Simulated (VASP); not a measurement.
Output of a VASP run:

### OSZICAR
```
       N       E                     dE             d eps       ncg     rms          rms(c)
DAV:   1     0.199187106473E+03    0.19919E+03   -0.18087E+04   924   0.153E+03
DAV:   2    -0.554564124771E+02   -0.25464E+03   -0.24856E+03  1026   0.368E+02
DAV:   3    -0.695527019590E+02   -0.14096E+02   -0.14055E+02  1092   0.869E+01
DAV:   4    -0.697100772246E+02   -0.15738E+00   -0.15728E+00  1098   0.910E+00
DAV:   5    -0.697127252111E+02   -0.26480E-02   -0.26479E-02  1092   0.114E+00    0.116E+01
DAV:   6    -0.626093847893E+02    0.71033E+01   -0.73599E+00  1044   0.384E+01    0.124E+01
DAV:   7    -0.601632763443E+02    0.24461E+01   -0.93831E-01   954   0.100E+01    0.887E+00
DAV:   8    -0.614685943058E+02   -0.13053E+01   -0.74593E-01   924   0.906E+00    0.123E+00
DAV:   9    -0.584057373425E+02    0.30629E+01   -0.13759E+00   924   0.858E+00    0.102E+00
DAV:  10    -0.589246124364E+02   -0.51888E+00   -0.19476E-01   924   0.340E+00    0.655E-01
DAV:  11    -0.589330798726E+02   -0.84674E-02   -0.30143E-03  1140   0.383E-01    0.576E-01
DAV:  12    -0.591101182242E+02   -0.17704E+00   -0.31879E-02   972   0.116E+00    0.354E-01
DAV:  13    -0.593475387213E+02   -0.23742E+00   -0.23350E-01   960   0.354E+00    0.265E-01
DAV:  14    -0.593490340463E+02   -0.14953E-02   -0.13852E-02   960   0.796E-01    0.153E-01
DAV:  15    -0.593567117315E+02   -0.76777E-02   -0.25694E-03  1056   0.363E-01    0.769E-02
DAV:  16    -0.593571118300E+02   -0.40010E-03   -0.11463E-02   950   0.772E-01    0.275E-01
DAV:  17    -0.593618343056E+02   -0.47225E-02   -0.11679E-02   924   0.717E-01    0.699E-02
DAV:  18    -0.593625063406E+02   -0.67204E-03   -0.91849E-04   966   0.229E-01    0.420E-02
DAV:  19    -0.593625167728E+02   -0.10432E-04   -0.13160E-05  1104   0.319E-02    0.406E-02
DAV:  20    -0.593625033848E+02    0.13388E-04   -0.22158E-05   960   0.430E-02    0.224E-02
DAV:  21    -0.593625374302E+02   -0.34045E-04   -0.16805E-05   924   0.293E-02    0.735E-03
DAV:  22    -0.593625431659E+02   -0.57357E-05   -0.50411E-06   936   0.186E-02    0.567E-03
DAV:  23    -0.593625435009E+02   -0.33497E-06   -0.16848E-06  1008   0.955E-03    0.490E-03
DAV:  24    -0.593625429086E+02    0.59230E-06   -0.49365E-07   934   0.661E-03    0.297E-03
DAV:  25    -0.593625431657E+02   -0.25714E-06   -0.13471E-07   624   0.370E-03    0.222E-03
DAV:  26    -0.593625429348E+02    0.23087E-06   -0.40209E-08   588   0.190E-03    0.169E-03
DAV:  27    -0.593625430162E+02   -0.81337E-07   -0.35020E-08   594   0.182E-03
   1 F= -.59362543E+02 E0= -.59362543E+02  d E =-.593625E+02
```

### OUTCAR
```
------------------------ aborting loop because EDIFF is reached ----------------------------------------
  FORCE on cell =-STRESS in cart. coord.  units (eV):
  Direction    XX          YY          ZZ          XY          YZ          ZX
  --------------------------------------------------------------------------------------
  Total        1.2154423      1.2154422      1.2286973      0.0000000      0.0000000      0.0000000
  in kB       19.6609378     19.6609359     19.8753493      0.0000000      0.0000000      0.0000000
  external PRESSURE =      19.7324076 kB  Pullay stress =       0.0000000 kB
  volume of cell :       99.05
      direct lattice vectors                 reciprocal lattice vectors
     2.064806615 -3.576349791  0.000000000     0.242153428 -0.139807354  0.000000000
     2.064806615  3.576349791  0.000000000     0.242153428  0.139807354  0.000000000
     0.000000000  0.000000000  6.706429239     0.000000000  0.000000000  0.149110647
  FREE ENERGIE OF THE ION-ELECTRON SYSTEM (eV)
  ---------------------------------------------------
  free  energy   TOTEN  =       -59.3625430162 eV

  energy  without entropy=      -59.3625430162  energy(sigma->0) =      -59.36254302

 reached required accuracy - stopping structural energy minimisation
```
(Selected blocks of OUTCAR.)

POSCAR:
```
CdS
1
    2.0648066151    -3.5763497914     0.0000000000
    2.0648066151     3.5763497914     0.0000000000
    0.0000000000     0.0000000000     6.7064292386
Cd S
2 2
Direct
  0.6666670000   0.3333330000   0.4999786628
  0.3333330000   0.6666670000   0.9999786628
  0.6666670000   0.3333330000   0.8770213372
  0.3333330000   0.6666670000   0.3770213372
```

Problem. Reconstruct the remaining input files.

Solution. Several could match; the one computed here: the input of the run itself, r2SCAN meta-GGA, plane waves, VASP's PBE PAW potentials (set 64).

INCAR:
```
LMAXMIX=4
NELM=100   # most electronic steps
LMIXTAU=T
EDIFF=1E-7
LREAL=F
ISMEAR=0
NSW=30   # most ionic steps
IBRION=2
SIGMA=0.05   # width (eV)
METAGGA=R2SCAN
SYSTEM=CdS
ALGO=Normal   # blocked Davidson
ISIF=4
LWAVE=F
LCHARG=F
ENCUT=520   # plane-wave cut-off (eV)
PREC=Accurate
LASPH=T
EDIFFG=-0.01   # ionic stop
```

**KPOINTS**
```
Automatic mesh
0
Gamma
6 6 4
0 0 0
```

POTCAR, in this order: Cd S (PBE.64 set). Program: vasp_std.

The compound is CdS in the wurtzite structure. This cell is one point of a volume scan, at 0.97 of the reference volume.
